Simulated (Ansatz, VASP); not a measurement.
# NaI in two plane-wave programs, part 2 of 2

Wanted: the spread between two codes on one cell, functional and k mesh. The cell is taken from a series of runs on this material, whose earlier steps may have relaxed, scaled, displaced or heated it; both programs get it as it stands.

VASP 6.6.1 and Ansatz 0.2.0.

So far: Starting point; Ansatz: dielectric response, PBE.

## 3. VASP: dielectric response, PBE

Level of this step: PBE; plane waves and PAW (Na_pv, I) (VASP).

The same cell, functional and mesh now go to VASP, with its own data sets.

Lines of VASP's logs that name or quote its potential files are left out, and so is its time.

Contents of INCAR:

```
SYSTEM = NaI
PREC = Accurate
ENCUT = 400
EDIFF = 1E-08
NELM = 120
ISMEAR = 0
SIGMA = 0.01
LREAL = .FALSE.
ALGO = Normal
GGA = PE
NBANDS = 13
LORBIT = 11
LWAVE = .FALSE.
LCHARG = .FALSE.
ISIF = 2
LEPSILON = .TRUE.
LASPH = .TRUE.
GGA_COMPAT = .FALSE.
```

Contents of POSCAR:

```
NaI
1.0
    0.0000000000      3.2364000000      3.2364000000
    3.2364000000      0.0000000000      3.2364000000
    3.2364000000      3.2364000000      0.0000000000
Na I
1 1
Direct
    0.0000000000      0.0000000000      0.0000000000
    0.5000000000      0.5000000000      0.5000000000
```

Contents of KPOINTS:

```
Automatic mesh
0
Gamma
6 6 6
0 0 0
```

PAW data sets: Na_pv and I (PBE family, release 64).

Command:

```bash
mpirun -np 1 vasp_std
```

Numbers of over 12 decimals in the logs are rounded to 6 here.

The program printed:

```text
[banner, memory and clock lines left out]
running    1 mpi-ranks, on    1 nodes
 distrk:  each k-point on    1 cores,    1 groups
 distr:  one band on    1 cores,    1 groups

 POSCAR found type information on POSCAR NaI
 POSCAR found :  2 types and       2 ions
 LDA part: xc-table for (Slater+PW92), standard interpolation
 POSCAR, INCAR and KPOINTS ok, starting setup
 FFT: planning ... GRIDC
 FFT: planning ... GRID_SOFT
 FFT: planning ... GRID
 WAVECAR not read
 entering main loop
       N       E                     dE             d eps       ncg     rms          rms(c)
DAV:   1     0.692760731184E+02    0.69276E+02   -0.59259E+03   424   0.784E+02
DAV:   2    -0.180724824779E-01   -0.69294E+02   -0.65239E+02   436   0.196E+02
DAV:   3    -0.532587299786E+01   -0.53078E+01   -0.52823E+01   546   0.551E+01
DAV:   4    -0.545082355293E+01   -0.12495E+00   -0.12492E+00   535   0.920E+00
DAV:   5    -0.545283234639E+01   -0.20088E-02   -0.20088E-02   551   0.106E+00    0.163E+00
DAV:   6    -0.539145373598E+01    0.61379E-01   -0.74996E-02   496   0.164E+00    0.111E+00
DAV:   7    -0.538272107427E+01    0.87327E-02   -0.66859E-02   501   0.138E+00    0.612E-01
DAV:   8    -0.538477566047E+01   -0.20546E-02   -0.52759E-03   461   0.609E-01    0.177E-01
DAV:   9    -0.538474154947E+01    0.34111E-04   -0.19545E-04   486   0.128E-01    0.390E-02
DAV:  10    -0.538475892175E+01   -0.17372E-04   -0.36514E-05   511   0.638E-02    0.919E-03
DAV:  11    -0.538476014637E+01   -0.12246E-05   -0.39849E-06   461   0.199E-02    0.182E-03
DAV:  12    -0.538476055118E+01   -0.40481E-06   -0.52004E-07   496   0.527E-03    0.992E-04
DAV:  13    -0.538476053611E+01    0.15071E-07   -0.10239E-08   486   0.833E-04    0.327E-04
DAV:  14    -0.538476052133E+01    0.14775E-07   -0.89136E-09   466   0.607E-04    0.249E-04
DAV:  15    -0.538476053232E+01   -0.10990E-07   -0.68217E-10   283   0.167E-04    0.458E-05
DAV:  16    -0.538476053305E+01   -0.72851E-09   -0.65696E-11   268   0.831E-05
   1 F= -.53847605E+01 E0= -.53847605E+01  d E =-.478594E-19
 Linear response reoptimize wavefunctions to high precision
DAV:   1    -0.538476053245E+01    0.60527E-09   -0.58761E-12   273   0.368E-05
DAV:   2    -0.538476053240E+01    0.48431E-10   -0.43899E-13   243   0.195E-05
 Linear response G [H, r] |phi>, progress :
  Direction:   1
       N       E                     dE             d eps       ncg     rms
RMM:   1    -0.553871055059E+02   -0.55387E+02   -0.19899E+02   706   0.109E+02
RMM:   2    -0.528935144773E+02    0.24936E+01   -0.82477E+00   811   0.208E+01
RMM:   3    -0.530330910838E+02   -0.13958E+00   -0.76707E-01   842   0.642E+00
RMM:   4    -0.530382727293E+02   -0.51816E-02   -0.44197E-02   815   0.198E+00
RMM:   5    -0.530407147966E+02   -0.24421E-02   -0.82248E-03   843   0.560E-01
RMM:   6    -0.530408101901E+02   -0.95394E-04   -0.14200E-03   863   0.214E-01
RMM:   7    -0.530408427753E+02   -0.32585E-04   -0.45507E-04   863   0.951E-02
RMM:   8    -0.530408446075E+02   -0.18322E-05    0.35469E-06   850   0.202E-02
RMM:   9    -0.530408446593E+02   -0.51783E-07   -0.55312E-05   815   0.740E-03
RMM:  10    -0.530408449090E+02   -0.24976E-06    0.76758E-05   760   0.213E-03
RMM:  11    -0.530408449567E+02   -0.47675E-07   -0.19575E-05   692   0.118E-03
RMM:  12    -0.530408449125E+02    0.44201E-07    0.10037E-04   602   0.963E-04
RMM:  13    -0.530408449979E+02   -0.85389E-07   -0.49646E-05   545   0.808E-04
RMM:  14    -0.530408449218E+02    0.76121E-07    0.10960E-04   525   0.761E-04
RMM:  15    -0.530408450087E+02   -0.86918E-07   -0.65948E-05   525   0.755E-04
RMM:  16    -0.530408449797E+02    0.29053E-07    0.10022E-04   518   0.760E-04
 Linear response G [H, r] |phi>, progress :
  Direction:   2
       N       E                     dE             d eps       ncg     rms
RMM:   1    -0.575079356554E+02   -0.57508E+02   -0.22428E+02   703   0.111E+02
RMM:   2    -0.531909914262E+02    0.43169E+01   -0.10426E+01   816   0.211E+01
RMM:   3    -0.533227519897E+02   -0.13176E+00   -0.85687E-01   836   0.643E+00
RMM:   4    -0.533273249412E+02   -0.45730E-02   -0.49530E-02   820   0.184E+00
RMM:   5    -0.533286888892E+02   -0.13639E-02   -0.56462E-03   833   0.500E-01
RMM:   6    -0.533287671911E+02   -0.78302E-04   -0.89607E-04   862   0.167E-01
RMM:   7    -0.533287900028E+02   -0.22812E-04   -0.26227E-04   862   0.743E-02
RMM:   8    -0.533287912230E+02   -0.12202E-05    0.46507E-05   859   0.179E-02
RMM:   9    -0.533287915487E+02   -0.32574E-06   -0.28758E-05   817   0.667E-03
RMM:  10    -0.533287913882E+02    0.16054E-06    0.17617E-05   751   0.202E-03
RMM:  11    -0.533287915341E+02   -0.14592E-06   -0.23135E-05   680   0.113E-03
RMM:  12    -0.533287913923E+02    0.14185E-06    0.26967E-05   592   0.971E-04
RMM:  13    -0.533287915271E+02   -0.13484E-06   -0.31292E-05   532   0.813E-04
RMM:  14    -0.533287913893E+02    0.13777E-06    0.56243E-05   508   0.806E-04
RMM:  15    -0.533287915139E+02   -0.12453E-06   -0.41291E-05   516   0.807E-04
RMM:  16    -0.533287913866E+02    0.12732E-06    0.55084E-05   504   0.797E-04
 Linear response G [H, r] |phi>, progress :
  Direction:   3
       N       E                     dE             d eps       ncg     rms
RMM:   1    -0.529647878431E+02   -0.52965E+02   -0.18425E+02   690   0.106E+02
[...]
RMM:   3    -0.578149347552E+00    0.43159E-05   -0.49060E-04   833   0.125E-01
RMM:   4    -0.578150434991E+00   -0.10874E-05   -0.24543E-05   834   0.288E-02
RMM:   5    -0.578150570381E+00   -0.13539E-06   -0.89266E-07   832   0.580E-03
RMM:   6    -0.578150573929E+00   -0.35482E-08   -0.81944E-08   826   0.162E-03
 change of polarisation eV/A/(eV/A) component  2 :     0.329     1.156    -0.132
 dielectric tensor                  component  2 :     0.877     4.086    -0.352
 Linear response to external field (no local field effect), progress :
  Direction:   3
       N       E                     dE             d eps       ncg     rms          rms(c)
RMM:   1    -0.372329129818E+00   -0.37233E+00   -0.70506E-01   724   0.364E+00
RMM:   2    -0.384428428664E+00   -0.12099E-01   -0.99896E-03   832   0.593E-01
RMM:   3    -0.384459676616E+00   -0.31248E-04   -0.38050E-04   800   0.118E-01
RMM:   4    -0.384460545889E+00   -0.86927E-06   -0.13782E-05   816   0.285E-02
RMM:   5    -0.384460778896E+00   -0.23301E-06   -0.12566E-06   805   0.782E-03
RMM:   6    -0.384460806671E+00   -0.27774E-07   -0.17629E-07   813   0.289E-03
RMM:   7    -0.384460815867E+00   -0.91963E-08   -0.56432E-08   733   0.125E-03
 change of polarisation eV/A/(eV/A) component  3 :     0.101    -0.132     0.769
 dielectric tensor                  component  3 :     0.269    -0.352     3.052
 Linear response to external field, progress :
  Direction:   1
       N       E                     dE             d eps       ncg     rms          rms(c)
RMM:   1    -0.488363308737E+00   -0.48836E+00   -0.10199E+00  1388   0.399E+00
RMM:   2    -0.512370460509E+00   -0.24007E-01   -0.15263E-02  1573   0.630E-01    0.160E+00
RMM:   3    -0.466469684970E+00    0.45901E-01   -0.49332E-02  1327   0.866E-01    0.841E-01
RMM:   4    -0.491728266134E+00   -0.25259E-01   -0.53328E-02  1327   0.929E-01    0.163E-01
RMM:   5    -0.514498404096E+00   -0.22770E-01   -0.14806E-03  1400   0.264E-01    0.386E-02
RMM:   6    -0.515212816116E+00   -0.71441E-03   -0.16771E-04  1452   0.649E-02    0.398E-02
RMM:   7    -0.516285059123E+00   -0.10722E-02   -0.25183E-05  1299   0.328E-02    0.146E-02
RMM:   8    -0.516349219313E+00   -0.64160E-04   -0.23906E-06  1442   0.116E-02    0.266E-03
RMM:   9    -0.516353968959E+00   -0.47496E-05   -0.29062E-07  1588   0.420E-03    0.123E-03
RMM:  10    -0.516348655276E+00    0.53137E-05   -0.26410E-07  1524   0.180E-03    0.561E-04
RMM:  11    -0.516342446517E+00    0.62088E-05   -0.66314E-07  1611   0.757E-04    0.131E-04
RMM:  12    -0.516341333573E+00    0.11129E-05    0.80566E-08  1265   0.287E-04    0.711E-05
RMM:  13    -0.516342038425E+00   -0.70485E-06   -0.14311E-07   789   0.938E-05    0.233E-05
RMM:  14    -0.516341784207E+00    0.25422E-06   -0.29159E-09   456   0.491E-05    0.138E-05
RMM:  15    -0.516341793827E+00   -0.96193E-08    0.65066E-12   308   0.413E-05    0.558E-06
 change of polarisation eV/A/(eV/A) component  1 :     0.892     0.237     0.068
 dielectric tensor                  component  1 :     3.380     0.631     0.182
 Linear response to external field, progress :
  Direction:   2
       N       E                     dE             d eps       ncg     rms          rms(c)
RMM:   1    -0.489133527587E+00   -0.48913E+00   -0.10276E+00  1386   0.402E+00
RMM:   2    -0.512322590855E+00   -0.23189E-01   -0.14768E-02  1572   0.634E-01    0.160E+00
RMM:   3    -0.466456233608E+00    0.45866E-01   -0.49308E-02  1326   0.867E-01    0.841E-01
RMM:   4    -0.491701418054E+00   -0.25245E-01   -0.53105E-02  1325   0.929E-01    0.163E-01
RMM:   5    -0.514526964460E+00   -0.22826E-01   -0.14768E-03  1404   0.264E-01    0.384E-02
RMM:   6    -0.515216392167E+00   -0.68943E-03   -0.16573E-04  1451   0.648E-02    0.396E-02
RMM:   7    -0.516284068309E+00   -0.10677E-02   -0.25303E-05  1306   0.330E-02    0.146E-02
RMM:   8    -0.516349627659E+00   -0.65559E-04   -0.24448E-06  1440   0.117E-02    0.266E-03
RMM:   9    -0.516354102674E+00   -0.44750E-05   -0.29892E-07  1590   0.424E-03    0.119E-03
RMM:  10    -0.516348657780E+00    0.54449E-05   -0.14988E-07  1520   0.182E-03    0.564E-04
RMM:  11    -0.516342712444E+00    0.59453E-05   -0.26444E-07  1607   0.771E-04    0.133E-04
RMM:  12    -0.516341264494E+00    0.14479E-05    0.18265E-07  1254   0.292E-04    0.642E-05
RMM:  13    -0.516342034580E+00   -0.77009E-06    0.73397E-08   787   0.946E-05    0.222E-05
RMM:  14    -0.516341747121E+00    0.28746E-06   -0.19827E-09   436   0.483E-05    0.151E-05
RMM:  15    -0.516341797476E+00   -0.50354E-07    0.34132E-12   319   0.404E-05    0.541E-06
 change of polarisation eV/A/(eV/A) component  2 :     0.205     0.892    -0.063
 dielectric tensor                  component  2 :     0.547     3.380    -0.169
 Linear response to external field, progress :
  Direction:   3
       N       E                     dE             d eps       ncg     rms          rms(c)
RMM:   1    -0.488881760429E+00   -0.48888E+00   -0.10251E+00  1382   0.401E+00
RMM:   2    -0.512366696423E+00   -0.23485E-01   -0.14889E-02  1572   0.632E-01    0.160E+00
RMM:   3    -0.466477036394E+00    0.45890E-01   -0.49348E-02  1323   0.866E-01    0.841E-01
RMM:   4    -0.491737707735E+00   -0.25261E-01   -0.53453E-02  1321   0.929E-01    0.163E-01
RMM:   5    -0.514554056476E+00   -0.22816E-01   -0.15019E-03  1398   0.265E-01    0.387E-02
RMM:   6    -0.515220644396E+00   -0.66659E-03   -0.16566E-04  1457   0.645E-02    0.395E-02
RMM:   7    -0.516285273493E+00   -0.10646E-02   -0.25110E-05  1298   0.326E-02    0.145E-02
RMM:   8    -0.516348677506E+00   -0.63404E-04   -0.24086E-06  1444   0.115E-02    0.256E-03
RMM:   9    -0.516352787746E+00   -0.41102E-05   -0.29402E-07  1580   0.419E-03    0.111E-03
RMM:  10    -0.516348501645E+00    0.42861E-05   -0.16572E-07  1522   0.182E-03    0.543E-04
RMM:  11    -0.516342829252E+00    0.56724E-05   -0.32024E-07  1632   0.769E-04    0.155E-04
RMM:  12    -0.516341198262E+00    0.16310E-05    0.60934E-08  1241   0.287E-04    0.721E-05
RMM:  13    -0.516341975599E+00   -0.77734E-06    0.81158E-08   827   0.911E-05    0.231E-05
RMM:  14    -0.516341780413E+00    0.19519E-06   -0.20049E-11   399   0.455E-05    0.110E-05
RMM:  15    -0.516341712572E+00    0.67841E-07   -0.17213E-14   340   0.405E-05    0.499E-06
 change of polarisation eV/A/(eV/A) component  3 :     0.024     0.093     0.892
 dielectric tensor                  component  3 :     0.063     0.247     3.380
 Born effective charges drift removed
```

From OUTCAR (step 3):

```text
ion  position               nearest neighbor table
   1  0.000  0.000  0.000-
   2  0.500  0.500  0.500-

  LATTYP: Found a face centered cubic cell.
 ALAT       =     6.4728000000

 Subroutine GETGRP returns: Found 48 space group operations
 (whereof 48 operations were pure point group operations)

The static configuration has the point symmetry O_h .

 Found     16 irreducible k-points:

   k-points           NKPTS =     16   k-points in BZ     NKDIM =     16   number of bands    NBANDS=     13

   dimension x,y,z NGX =    30 NGY =   30 NGZ =   30
   dimension x,y,z NGXF=    60 NGYF=   60 NGZF=   60

   ENCUT  =  400.0 eV  29.40 Ry    5.42 a.u.   7.46  7.46  7.46*2*pi/ulx,y,z

   NELECT =      14.0000    total number of electrons

 k-points in reciprocal lattice and weights: Automatic mesh
   0.00000000  0.00000000  0.00000000       0.005
   0.16666667  0.00000000  0.00000000       0.037
   0.33333333  0.00000000  0.00000000       0.037
   0.50000000  0.00000000  0.00000000       0.019
   0.16666667  0.16666667  0.00000000       0.028
   0.33333333  0.16666667  0.00000000       0.111
   0.50000000  0.16666667  0.00000000       0.111
  -0.33333333  0.16666667  0.00000000       0.111
  -0.16666667  0.16666667  0.00000000       0.056
[...]
-0.33333333  0.33333333  0.16666667       0.111
  -0.33333333  0.50000000  0.16666667       0.056

 average (electrostatic) potential at core
       1 -47.4419       2 -93.2545

  Total        0.1383738      0.1383738      0.1383738     -0.0000000      0.0000000      0.0000000
  in kB        3.2700017      3.2700017      3.2700017     -0.0000000      0.0000000      0.0000000
  external PRESSURE =       3.2700017 kB  Pullay stress =       0.0000000 kB

  energy-cutoff  :      400.00
  volume of cell :       67.80
      direct lattice vectors                 reciprocal lattice vectors
     0.000000000  3.236400000  3.236400000    -0.154492646  0.154492646  0.154492646
     3.236400000  0.000000000  3.236400000     0.154492646 -0.154492646  0.154492646
     3.236400000  3.236400000  0.000000000     0.154492646  0.154492646 -0.154492646

 POSITION                                       TOTAL-FORCE (eV/Angst)
 -----------------------------------------------------------------------------------
      0.00000      0.00000      0.00000         0.000000     -0.000000     -0.000000
      3.23640      3.23640      3.23640         0.000000      0.000000      0.000000
 -----------------------------------------------------------------------------------
    total drift:                               -0.000000     -0.000000      0.000000

 MACROSCOPIC STATIC DIELECTRIC TENSOR (including local field effects in DFT)
 ------------------------------------------------------
           3.380359     0.000000     0.000000
          -0.000000     3.380359     0.000000
          -0.000000    -0.000000     3.380359
 ------------------------------------------------------

 PIEZOELECTRIC TENSOR (including local field effects)  for field in x, y, z        (C/m^2)
          XX          YY          ZZ          XY          YZ          ZX
  --------------------------------------------------------------------------------
  x     0.00000     0.00000     0.00000     0.00000     0.00000     0.00000
  y     0.00000     0.00000     0.00000     0.00000     0.00000     0.00000
  z     0.00000     0.00000     0.00000     0.00000     0.00000     0.00000

 BORN EFFECTIVE CHARGES (including local field effects) (in |e|, cummulative output)
 ---------------------------------------------------------------------------------
 ion    1
    1     1.20052     0.00000     0.00000
    2     0.00000     1.20052     0.00000
    3     0.00000     0.00000     1.20052
 ion    2
    1    -1.20052     0.00000     0.00000
    2     0.00000    -1.20052     0.00000
    3     0.00000     0.00000    -1.20052
```

## 4. Side by side

Known differences besides the potentials themselves: fixed occupations in Ansatz, narrow Gaussian smearing in VASP; VASP's response is taken on the typed mesh, Ansatz refines its own for the field response alone; the data sets hold 26 valence electrons in Ansatz (on its default PAW (the set named soft_2) files) and 14 in VASP; the cutoff is 420 eV in Ansatz and 400 eV in VASP. Total energies have different zeros and are not compared.

The two programs side by side:

| quantity | Ansatz | VASP | difference |
| --- | --- | --- | --- |
| ε∞ xx | 3.37 | 3.38 | -0.20 % |
| ε∞ yy | 3.37 | 3.38 | -0.20 % |
| ε∞ zz | 3.37 | 3.38 | -0.20 % |

## 5. Outcome

```json
{"difference in ε∞ xx (dielectric response, PBE)": "-0.20 %"}
```

In words: The difference in ε∞ xx is -0.20 % (dielectric response, PBE), within the 5 % picked in this series as the mark of a large difference. The data sets hold unlike numbers of valence electrons (26 in Ansatz and 14 in VASP), so part of the differences comes from the potentials. Such differences can come from data sets, numerical settings and the points named under the comparisons, not from the functional's error against experiment.

[Lines on the potential files, build, host, timing and source positions are cut from VASP's logs without a mark.]

[Logs are printed without paths, hosts, clocks, repeated set-up lines and the standing remarks that a program may print on its own settings, such as how far it seeks lower states.]

[Hosts, paths, dates, database ids (printed as entryN), source tags and the programs' standing remarks are cut or masked in the printed files.]
